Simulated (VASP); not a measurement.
A VASP calculation is set up with these files.

**INCAR**
```
SYSTEM = PtSb
PREC = Accurate
ENCUT = 400
EDIFF = 1E-6
NELM = 100
ALGO = Normal
LREAL = .FALSE.
LASPH = .TRUE.
ISMEAR = 1
SIGMA = 0.1
METAGGA = R2SCAN
LMIXTAU = .TRUE.
LMAXMIX = 6
LWAVE = .FALSE.
LCHARG = .FALSE.
IBRION = 2
ISIF = 3
NSW = 60
EDIFFG = -0.01
```

### KPOINTS
```
Automatic mesh
0
Gamma
10 10 10
0 0 0
```

### POSCAR
```
PtSb
1
   -0.0000000000     2.7520685954     2.7520685954
    2.7520685954     0.0000000000     2.7520685954
    2.7520685954     2.7520685954     0.0000000000
Pt Sb
1 1
Direct
  0.0000000000   0.0000000000   0.0000000000
  0.5000000000   0.5000000000   0.5000000000
```

POTCAR, in this order: Pt Sb (PBE.64 set). Program: vasp_std.

Problem. Write an equivalent input for Ansatz.

Solution. One equivalent input (not run):
Ansatz 0.2 input:
```yaml
crystal:
  lattice:
    - [0.0000000, 2.7520686, 2.7520686]
    - [2.7520686, 0.0000000, 2.7520686]
    - [2.7520686, 2.7520686, 0.0000000]
  atoms:
    - { symbol: Pt, position: [0.0000000, 0.0000000, 0.0000000] }
    - { symbol: Sb, position: [0.5000000, 0.5000000, 0.5000000] }
kpoints:
  mp_grid: { grid: [10, 10, 10] }
hamiltonian:
  xc: r2scan
  pseudopotentials: { kind: paw }
scf:
  occupations: { method: methfessel_paxton, width: 0.1 }
  max_iter: 100
relax:
  max_steps: 60
  f_tol: 0.01
  cell: {}
output: { forces: true, stress: true, eigenvalues: true }
```
Limits of the translation: each code has its own PAW files, so the cut-off isn't converted (ENCUT is set for VASP's; basis.ecutwfc is left out, and Ansatz then takes the one that its files recommend); Ansatz stops its SCF on the density residual and VASP on the energy change (EDIFF).

The structure was generated: PtSb was put into the rock salt type (Fm-3m), which need not be its known phase. It was relaxed first, which changed the volume by -20 %. The start is the result of an earlier pass.
